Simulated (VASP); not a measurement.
Method: PBE GGA with D3 dispersion (zero damping), VASP's PBE PAW potentials (set 64) (plane waves; VASP 6.6.1).

Input for VASP

INCAR:
```
# general
SYSTEM =MnO2
PREC   =Accurate
ENCUT  =520
LREAL  =.False.   # projection in real space or not
LASPH  =.True.   # aspherical one-centre terms

# electronic loop
EDIFF  =1E-6
NELM   =100   # most electronic steps
ALGO   =Normal   # blocked Davidson
LMAXMIX=4   # l cut-off of mixed one-centre charges

# smearing
ISMEAR =1
SIGMA  =0.1

# functional
GGA    =PE
IVDW   =11   # D3, zero damping

# spin
ISPIN  =2   # spin-polarised
MAGMOM =3.0 -3.0 0.0 0.0 0.0 0.0

# ions
IBRION =2   # conjugate gradients
NSW    =60   # most ionic steps
ISIF   =3   # ions, shape and volume
EDIFFG =-0.02   # ionic stop

# output
LWAVE  =.False.
LCHARG =.False.
LORBIT =10
```

KPOINTS:
```
Automatic mesh
0
Gamma
6 6 10
0 0 0
```

POSCAR:
```
MnO2
1
    4.4127797973     0.0000000000     0.0000000000
    0.0000000000     4.4127797973     0.0000000000
    0.0000000000     0.0000000000     2.8769450760
Mn O
2 4
Direct
  0.0000000000   0.0000000000   0.0000000000
  0.5000000000   0.5000000000   0.5000000000
  0.3044161931   0.3044161931   0.0000000000
  0.8044161931   0.1955838069   0.5000000000
  0.1955838069   0.8044161931   0.5000000000
  0.6955838069   0.6955838069   0.0000000000
```

POTCAR, in this order: Mn_pv O (PBE.64 set). Program: vasp_std.

What VASP printed:

OSZICAR:
```
       N       E                     dE             d eps       ncg     rms          rms(c)
DAV:   1     0.650275258936E+03    0.65028E+03   -0.28679E+04  7432   0.202E+03
DAV:   2     0.219226972804E+02   -0.62835E+03   -0.59210E+03  7680   0.567E+02
DAV:   3    -0.607232102575E+02   -0.82646E+02   -0.80504E+02  9230   0.194E+02
DAV:   4    -0.641569537471E+02   -0.34337E+01   -0.31440E+01  8216   0.347E+01
DAV:   5    -0.642137872484E+02   -0.56834E-01   -0.56808E-01  7598   0.531E+00    0.437E+01
DAV:   6    -0.595936572589E+02    0.46201E+01   -0.17577E+02  9262   0.120E+02    0.560E+01
DAV:   7    -0.503784667598E+02    0.92152E+01   -0.13766E+02  9406   0.124E+02    0.201E+01
DAV:   8    -0.483653750907E+02    0.20131E+01   -0.90045E+00  7714   0.287E+01    0.866E+00
DAV:   9    -0.479060370964E+02    0.45934E+00   -0.22162E+00  9714   0.154E+01    0.329E+00
DAV:  10    -0.479235268768E+02   -0.17490E-01   -0.22079E-01  7570   0.378E+00    0.176E+00
DAV:  11    -0.479173546273E+02    0.61722E-02   -0.32182E-02  7888   0.188E+00    0.440E-01
DAV:  12    -0.479177461191E+02   -0.39149E-03   -0.37376E-03  8078   0.727E-01    0.225E-01
DAV:  13    -0.479177052181E+02    0.40901E-04   -0.28249E-04  8588   0.190E-01    0.871E-02
DAV:  14    -0.479176911283E+02    0.14090E-04   -0.69647E-05  8232   0.101E-01    0.344E-02
DAV:  15    -0.479176879911E+02    0.31372E-05   -0.93215E-05  7538   0.129E-01    0.240E-02
DAV:  16    -0.479176859476E+02    0.20435E-05   -0.16905E-05  7542   0.580E-02    0.766E-03
DAV:  17    -0.479176859947E+02   -0.47111E-07   -0.20618E-06  5814   0.194E-02
   1 F= -.48653472E+02 E0= -.48653273E+02  d E =-.486535E+02  mag=    -0.0000
       N       E                     dE             d eps       ncg     rms          rms(c)
DAV:   1    -0.479202348710E+02   -0.25489E-02   -0.15074E-01  7200   0.319E+00    0.472E-01
DAV:   2    -0.479183317002E+02    0.19032E-02   -0.47492E-03  7686   0.766E-01    0.276E-01
DAV:   3    -0.479180058861E+02    0.32581E-03   -0.22176E-03  9826   0.562E-01    0.232E-01
DAV:   4    -0.479176589976E+02    0.34689E-03   -0.15232E-03  9890   0.513E-01    0.836E-02
DAV:   5    -0.479176534936E+02    0.55039E-05   -0.11868E-04  8380   0.115E-01    0.380E-02
DAV:   6    -0.479176509399E+02    0.25537E-05   -0.83278E-06  8236   0.250E-02    0.198E-02
DAV:   7    -0.479176505930E+02    0.34696E-06   -0.24442E-06  5576   0.172E-02
   2 F= -.48654211E+02 E0= -.48654024E+02  d E =-.738920E-03  mag=    -0.0000
```

File OUTCAR:
```
------------------------ aborting loop because EDIFF is reached ----------------------------------------
 Edisp (eV)   -0.73656
  FORCE on cell =-STRESS in cart. coord.  units (eV):
  Direction    XX          YY          ZZ          XY          YZ          ZX
  --------------------------------------------------------------------------------------
  Total       0.09380     0.09380    -0.01611     0.00000     0.00000     0.00000
  in kB       2.68526     2.68526    -0.46118     0.00000     0.00000     0.00000
  external pressure =        1.64 kB  Pullay stress =        0.00 kB
  volume of cell :       55.97
      direct lattice vectors                 reciprocal lattice vectors
     4.416397413 -0.000000000  0.000000000     0.226428898  0.000000000  0.000000000
     0.000000000  4.416397413  0.000000000     0.000000000  0.226428898  0.000000000
     0.000000000  0.000000000  2.869504428     0.000000000  0.000000000  0.348492231
 POSITION                                       TOTAL-FORCE (eV/Angst)
 -----------------------------------------------------------------------------------
      0.00000      0.00000      2.86950         0.000000      0.000000      0.000000
      2.20820      2.20820      1.43475         0.000000      0.000000      0.000000
      1.34351      1.34351      0.00000        -0.014095     -0.014095      0.000000
      3.55171      0.86469      1.43475        -0.014095      0.014095     -0.000000
      0.86469      3.55171      1.43475         0.014095     -0.014095      0.000000
      3.07289      3.07289      2.86950         0.014095      0.014095     -0.000000
 -----------------------------------------------------------------------------------
    total drift:                                0.000000      0.000000     -0.000000
  FREE ENERGIE OF THE ION-ELECTRON SYSTEM (eV)
  ---------------------------------------------------
  free  energy   TOTEN  =       -48.6542111259 eV

  energy  without entropy=      -48.6536509109  energy(sigma->0) =      -48.65402439

 total charge

# of ion       s       p       d       tot
------------------------------------------
    1        0.350   6.459   4.908  11.718
    2        0.350   6.459   4.908  11.718
    3        1.569   3.455   0.000   5.024
    4        1.569   3.455   0.000   5.024
    5        1.569   3.455   0.000   5.024
    6        1.569   3.455   0.000   5.024
--------------------------------------------------
tot          6.977  26.737   9.817  43.531

 magnetization (x)

# of ion       s       p       d       tot
------------------------------------------
    1        0.013   0.021   2.478   2.511
    2       -0.013  -0.021  -2.478  -2.511
    3       -0.001  -0.048   0.000  -0.049
    4        0.001   0.048   0.000   0.049
    5        0.001   0.048   0.000   0.049
    6       -0.001  -0.048   0.000  -0.049
--------------------------------------------------
tot          0.000   0.000   0.000   0.000

 reached required accuracy - stopping structural energy minimisation
```
(Selected blocks of OUTCAR.)

File CONTCAR:
```
MnO2
   1.00000000000000
     4.4163974130910510   -0.0000000000000000    0.0000000000000000
     0.0000000000000000    4.4163974130910510    0.0000000000000000
     0.0000000000000000    0.0000000000000000    2.8695044277467265
  Mn              O
     2     4
Direct
     0.0000000000000000    0.0000000000000000    1.0000000000000000
     0.5000000000000000    0.5000000000000000    0.5000000000000000
     0.3042097801959634    0.3042097801959634    0.0000000000000000
     0.8042097801959633    0.1957902198040366    0.5000000000000000
     0.1957902198040366    0.8042097801959633    0.5000000000000000
     0.6957902198040367    0.6957902198040367    1.0000000000000000
```

The compound is MnO2 in the rutile structure. This run relaxes it. Symmetry was kept, so distortions that lower it aren't found. The start is the result of an earlier pass.
